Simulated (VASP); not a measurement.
# CsLiCr2Te2S3 (P1) in VASP: relaxation of cell and atoms with PBE

Aim: the relaxation of cell and atoms of CsLiCr2Te2S3 with PBE.

All numbers are computed with VASP 6.6.1; they aren't measurements. Logs are shortened: lines on timing, memory, paths and dates and some standing lists are left out, and cuts for length are marked.

## Step 1: The structure

The typed cell holds 9 atoms: a = 4.782 Å, b = 4.671 Å, c = 10.837 Å, α = 90.96°, β = 87.93°, γ = 91.90°.

The cell was built by a generator and needn't be a form met in nature.

## Step 2: Relaxation of cell and atoms, PBE, collinear spin, ferromagnetic start

The input, INCAR:

```
SYSTEM = CsLiCr2Te2S3
PREC = Normal
ENCUT = 520
EDIFF = 1E-5
ISMEAR = 0
SIGMA = 0.15
LREAL = Auto
LASPH = .TRUE.
NELM = 80
ALGO = Fast
ISIF = 3
LWAVE = .FALSE.
LCHARG = .FALSE.
ISPIN = 2
MAGMOM = 0 0.01 2.89 2.86 -0.09 -0.09 -0.12 -0.09 -0.09
LORBIT = 11
LMAXMIX = 4
GGA = PE
IBRION = 2
NSW = 110
EDIFFG = -0.03
ISYM = 0
```

The input, KPOINTS:

```
regular mesh
0
G
  5 5 2
  0 0 0
```

The input, POSCAR:

```
CsLiCr2Te2S3
1.0
    4.7805017500     -0.0778209800      0.0855445600
   -0.0778209800      4.6699102300     -0.0385364500
    0.1953516800     -0.0880027900     10.8352045200
Cs Li Cr Te S
1 1 2 2 3
Direct
    0.0205698400      0.9934560400      0.9667209600
    0.0248465100      0.0186236800      0.6298083500
    0.4825918600      0.4825012800      0.1627609000
    0.5034273400      0.4662815500      0.7618186000
    0.0121904700      0.4902541000      0.2997016000
    0.5080737700      0.0114566100      0.2857777600
    0.5111871100      0.5012121900      0.9580480800
    0.9661426700      0.4995137900      0.7033023700
    0.4802470200      0.9717035700      0.7109192900
```

Potentials or basis: VASP PAW PBE potentials, release 64 (Cs_sv, Li_sv, Cr_pv, Te, S).

The run is started by

```bash
$ cat potpaw_PBE.64/Cs_sv/POTCAR potpaw_PBE.64/Li_sv/POTCAR potpaw_PBE.64/Cr_pv/POTCAR potpaw_PBE.64/Te/POTCAR potpaw_PBE.64/S/POTCAR > POTCAR
$ mpirun -np 8 vasp_std > vasp.out
```

OUTCAR:

```text
SYSTEM = CsLiCr2Te2S3
   PREC = Normal
   ENCUT = 520
   EDIFF = 1E-5
   ISMEAR = 0
   LREAL = Auto
   LASPH = .TRUE.
   NELM = 80
   ISIF = 3
   ISPIN = 2
   LORBIT = 11
   GGA = PE
   IBRION = 2
   NSW = 110
   EDIFFG = -0.03
   ISYM = 0

 ion  position               nearest neighbor table
   1  0.021  0.993  0.967-
   2  0.025  0.019  0.630-   8 2.39   9 2.40   8 2.57
   3  0.483  0.483  0.163-   7 2.22   6 2.60   5 2.65   6 2.79   5 2.98
   4  0.503  0.466  0.762-   7 2.13   8 2.28   9 2.37   9 2.44   8 2.68
   5  0.012  0.490  0.300-   3 2.65   3 2.98   6 3.24   6 3.31   6 3.34   6 3.49
   6  0.508  0.011  0.286-   3 2.60   3 2.79   5 3.24   5 3.31   5 3.34   5 3.49
   7  0.511  0.501  0.958-   4 2.13   3 2.22
   8  0.966  0.500  0.703-   4 2.28   2 2.39   2 2.57   4 2.68
   9  0.480  0.972  0.711-   4 2.37   2 2.40   4 2.44

IMPORTANT INFORMATION: All symmetrisations will be switched off!
NOSYMM: (Re-)initialisation of all symmetry stuff for point group C_1.

----------------------------------------------------------------------------------------

                                     Primitive cell

  volume of cell :     241.7320

  direct lattice vectors                    reciprocal lattice vectors
     4.780501750 -0.077820980  0.085544560     0.209306365  0.003457044 -0.003745580
    -0.077820980  4.669910230 -0.038536450     0.003457044  0.214208330  0.001677457
     0.195351680 -0.088002790 10.835204520    -0.001640190  0.000734559  0.092327289

  length of vectors
     4.781900350  4.670717581 10.837322721     0.209368419  0.214242792  0.092344778

  position of ions in fractional coordinates (direct lattice)
     0.020569840  0.993456040  0.966720960
     0.024846510  0.018623680  0.629808350
     0.482591860  0.482501280  0.162760900
     0.503427340  0.466281550  0.761818600
     0.012190470  0.490254100  0.299701600
     0.508073770  0.011456610  0.285777760
     0.511187110  0.501212190  0.958048080
     0.966142670  0.499513790  0.703302370
     0.480247020  0.971703570  0.710919290

  ion indices of the primitive-cell ions
   primitive index   ion index
                 1           1
                 2           2
                 3           3
                 4           4
                 5           5
                 6           6
                 7           7
                 8           8
                 9           9

----------------------------------------------------------------------------------------

 KPOINTS: regular mesh

Automatic generation of k-mesh.
 Grid dimensions read from file:
 generate k-points for:    5    5    2

 Generating k-lattice:

  Cartesian coordinates                     Fractional coordinates (reciprocal lattice)
     0.041861273  0.000691409 -0.000749116     0.200000000 -0.000000000  0.000000000
     0.000691409  0.042841666  0.000335491    -0.000000000  0.200000000  0.000000000
    -0.000820095  0.000367280  0.046163644     0.000000000  0.000000000  0.500000000

  Length of vectors
     0.041873684  0.042848558  0.046172389

  Shift w.r.t. Gamma in fractional coordinates (k-lattice)
     0.000000000  0.000000000  0.000000000

 Subroutine IBZKPT returns following result:
 ===========================================

 Found     26 irreducible k-points:

 Following reciprocal coordinates:
            Coordinates               Weight
  0.000000  0.000000  0.000000      1.000000
  0.200000  0.000000  0.000000      2.000000
  0.400000 -0.000000  0.000000      2.000000
 -0.000000  0.200000  0.000000      2.000000
  0.200000  0.200000  0.000000      2.000000
  0.400000  0.200000  0.000000      2.000000
[... 16 lines left out ...]
  0.200000  0.400000  0.500000      2.000000
  0.400000  0.400000  0.500000      2.000000
 [... further k-points ...]
   k-points           NKPTS =     26   k-points in BZ     NKDIM =     26   number of bands    NBANDS=     48
   number of dos      NEDOS =    301   number of ions     NIONS =      9
   total plane-waves  NPLWV =  47040
   dimension x,y,z NGX =    28 NGY =   28 NGZ =   60
   dimension x,y,z NGXF=    56 NGYF=   56 NGZF=  120
   ions per type =               1   1   2   2   3
   NGX,Y,Z   is equivalent  to a cutoff of   9.73,  9.97,  9.20 a.u.
   NGXF,Y,Z  is equivalent  to a cutoff of  19.47, 19.93, 18.41 a.u.
 SYSTEM =  CsLiCr2Te2S3
   PREC   = normal    normal or accurate (medium, high low for compatibility)
   ISTART =      0    job   : 0-new  1-cont  2-samecut
   ICHARG =      2    charge: 1-file 2-atom 10-const
   ISPIN  =      2    spin polarized calculation?
   LNONCOLLINEAR =      F non collinear calculations
   LSORBIT =      F    spin-orbit coupling
   LASPH  =      T    aspherical Exc in radial PAW
   ENCUT  =  520.0 eV  38.22 Ry    6.18 a.u.   8.89  8.68 20.15*2*pi/ulx,y,z
   NELM   =     80;   NELMIN=  2; NELMDL= -5     # of ELM steps
   EDIFF  = 0.1E-04   stopping-criterion for ELM
   LREAL  =      T    real-space projection
   EDIFFG = -.3E-01   stopping-criterion for IOM
   NSW    =    110    number of steps for IOM
   IBRION =      2    ionic relax: 0-MD 1-quasi-New 2-CG
   NFREE  =      1    steps in history (QN), initial steepest desc. (CG)
   ISIF   =      3    stress and relaxation
   ISYM   =      0    0-nonsym 1-usesym 2-fastsym
   POTIM  = 0.5000    time-step for ionic-motion
   TEBEG  =    0.0;   TEEND  =   0.0 temperature during run
   PSTRESS=    0.0 pullay stress
   NELECT =      66.0000    total number of electrons
   NUPDOWN=      -1.0000    fix difference up-down
   EMIN   =  10.00;   EMAX   =-10.00  energy-range for DOS
   EFERMI =   0.00;   METHOD = LEGACY
   ISMEAR =     0;   SIGMA  =   0.15  broadening in eV -4-tet -1-fermi 0-gaus
   EFERMI_NEDOS =   21; number of points for ismear=-14 and -15
   IALGO  =     68    algorithm
   IMIX   =      4    mixing-type and parameters
     AMIX     =   0.40;   BMIX     =  1.00
     AMIX_MAG =   1.60;   BMIX_MAG =  1.00
  volume/ion in A,a.u.               =      26.86       181.25
  Fermi-wavevector in a.u.,A,eV,Ry     =   1.062050  2.006983 15.346681  1.127949
  Thomas-Fermi vector in A             =   2.197487
   LORBIT       =     11    0 simple, 1 ext, 2 COOP (PROOUT), +10 PAW based schemes
   GGA     = PE    functional components
   LHFCALC =     F    Hartree Fock is set to
   AEXX    =    0.0000 exact exchange contribution
   IVDW    =     0    specifies the selected vdW correction
   LEPSILON=     F    determine dielectric tensor
   LRPA    =     F    only Hartree local field effects (RPA)
 conjugate gradient relaxation of ions
 spin polarized calculation
 RMM-DIIS sequential band-by-band and
 Gauss-broadening in eV      SIGMA  =   0.15
  energy-cutoff  :      520.00
  volume of cell :      241.73
 maximum number of plane-waves:      6534
   NGX = 17   NGY = 17   NGZ = 41

--------------------------------------- Ionic step        1  -------------------------------------------

 number of electron      65.9999951 magnetization       5.7506560

 Free energy of the ion-electron system (eV)
  ---------------------------------------------------
  ext. energy  EPLUGINS =         0.00000000
  ---------------------------------------------------
  free energy    TOTEN  =       -44.85011704 eV

  energy without entropy =      -44.79431091  energy(sigma->0) =      -44.82221397

------------------------ aborting loop because EDIFF is reached ----------------------------------------

  FORCE on cell =-STRESS in cart. coord.  units (eV):
  Direction    XX          YY          ZZ          XY          YZ          ZX
  --------------------------------------------------------------------------------------
  -------------------------------------------------------------------------------------
  Total        0.7104887      1.2510985      2.5392946      0.6319056     -0.5445542     -1.1387237
  in kB        4.7090542      8.2921660     16.8302115      4.1882125     -3.6092554     -7.5473563
  external PRESSURE =       9.9438106 kB  Pullay stress =       0.0000000 kB
[... 110 lines left out ...]
  FREE ENERGIE OF THE ION-ELECTRON SYSTEM (eV)
  ---------------------------------------------------
  free  energy   TOTEN  =       -45.0458473967 eV

  energy  without entropy=      -44.9861318646  energy(sigma->0) =      -45.01598963

[... ionic steps 4 to 20 ...]

--------------------------------------- Ionic step       21  -------------------------------------------

 number of electron      66.0000027 magnetization       5.7379771

------------------------ aborting loop because EDIFF is reached ----------------------------------------
[... 81 lines left out ...]
--------------------------------------- Ionic step       23  -------------------------------------------

 number of electron      66.0000029 magnetization       5.7369099

 Free energy of the ion-electron system (eV)
  ---------------------------------------------------
  ext. energy  EPLUGINS =         0.00000000
  ---------------------------------------------------
  free energy    TOTEN  =       -45.24526765 eV

  energy without entropy =      -45.19447265  energy(sigma->0) =      -45.21987015

 E-fermi :   3.5002     XC(G=0):  -8.6877

 val. band max:        3.4503935940   @ k =   0.4000   0.4000   0.5000
 cond. band min:       3.5432207262   @ k =  -0.4000   0.4000   0.5000
 fundamental gap:      0.0928271322
 Fermi energy:         3.5001547576

 spin component 1

 k-point     1 :       0.0000    0.0000    0.0000
  band No.  band energies     occupation
      1     -41.7988      1.00000
      2     -40.9785      1.00000
      3     -40.7862      1.00000
      4     -40.7855      1.00000
      5     -40.7477      1.00000
      6     -40.6386      1.00000
[... 1141 lines left out ...]
     44       8.2802      0.00000
     45       8.4111      0.00000

 [... further k-points ...]

 spin component 2

 k-point     1 :       0.0000    0.0000    0.0000
  band No.  band energies     occupation
      1     -41.7857      1.00000
      2     -38.0444      1.00000
      3     -37.8675      1.00000
      4     -37.8668      1.00000
      5     -37.7998      1.00000
      6     -37.7842      1.00000
[... 1141 lines left out ...]
     44       8.5906      0.00000
     45       8.7975      0.00000

 [... further k-points ...]

 [bands above 45 left out]

------------------------ aborting loop because EDIFF is reached ----------------------------------------

  FORCE on cell =-STRESS in cart. coord.  units (eV):
  Direction    XX          YY          ZZ          XY          YZ          ZX
  --------------------------------------------------------------------------------------
  -------------------------------------------------------------------------------------
  Total       -0.0391626     -0.0680458     -0.0984058     -0.0314995      0.0422730      0.0124904
  in kB       -0.2582552     -0.4487239     -0.6489308     -0.2077216      0.2787665      0.0823668
  external PRESSURE =      -0.4519700 kB  Pullay stress =       0.0000000 kB
[... 24 lines left out ...]
  FREE ENERGIE OF THE ION-ELECTRON SYSTEM (eV)
  ---------------------------------------------------
  free  energy   TOTEN  =       -45.2452676479 eV

  energy  without entropy=      -45.1944726481  energy(sigma->0) =      -45.21987015

 reached required accuracy - stopping structural energy minimisation

 total charge

# of ion       s       p       d       tot
------------------------------------------
    1        1.838   4.706   0.057   6.601
    2        2.016   0.048   0.000   2.064
    3        0.281   6.233   4.173  10.686
    4        0.269   6.226   4.046  10.542
    5        1.401   1.906   0.037   3.344
    6        1.401   1.906   0.037   3.345
    7        1.336   2.419   0.000   3.755
    8        1.334   2.385   0.000   3.719
    9        1.334   2.385   0.000   3.719
--------------------------------------------------
tot         11.211  28.214   8.351  47.776

 magnetization (x)

# of ion       s       p       d       tot
------------------------------------------
    1       -0.000  -0.001   0.003   0.001
    2        0.002   0.003   0.000   0.005
    3        0.033   0.032   2.812   2.877
    4        0.033   0.023   2.808   2.864
    5       -0.001  -0.103   0.007  -0.097
    6       -0.001  -0.103   0.007  -0.097
    7       -0.002  -0.117   0.000  -0.119
    8       -0.001  -0.062   0.000  -0.062
    9       -0.001  -0.062   0.000  -0.063
--------------------------------------------------
tot          0.062  -0.389   5.637   5.309
```

Wall time 7.6 min (8 MPI ranks of AMD EPYC 9R45 (Zen 5), shared host); peak memory 0.16 GiB.

The run converged, but some of its settings lie outside the range that counts as converged, so its numbers aren't taken as properties of the crystal.

What came out:

```
Free energy                                           : -45.2453 eV
Relaxed volume                                        : 27.00 Å³/atom
Relaxed cell                                          : a = 4.734 Å, b = 4.735 Å, c = 10.839 Å, α = 90.38°, β = 90.33°, γ = 89.96°
Space group after relaxing (to 0.05 Å)                : P1 (No. 1)
Energy gained by relaxing                             : 43.9 meV/atom
Ionic steps                                           : 23
Largest force after relaxing                          : 0.023 eV/Å
Band gap on the k mesh                                : none (metal or under the smearing width)
Net moment                                            : 5.74 μB per cell
Site moments                                          : Cs +0.00; Li +0.01; Cr +2.88, +2.86; Te -0.10; S -0.12, -0.06 μB
Valence electrons inside the program's atomic spheres : Cs 6.60; Li 2.06; Cr 10.69, 10.54; Te 3.34, 3.35; S 3.75, 3.72
```

Caveat: the cutoff is under 1.25 times the usual one of these potentials, so pressure, stress and relaxed cells hold a basis-set (Pulay) error; only a ferromagnetic start was run, and an antiferromagnetic order may lie lower in energy.
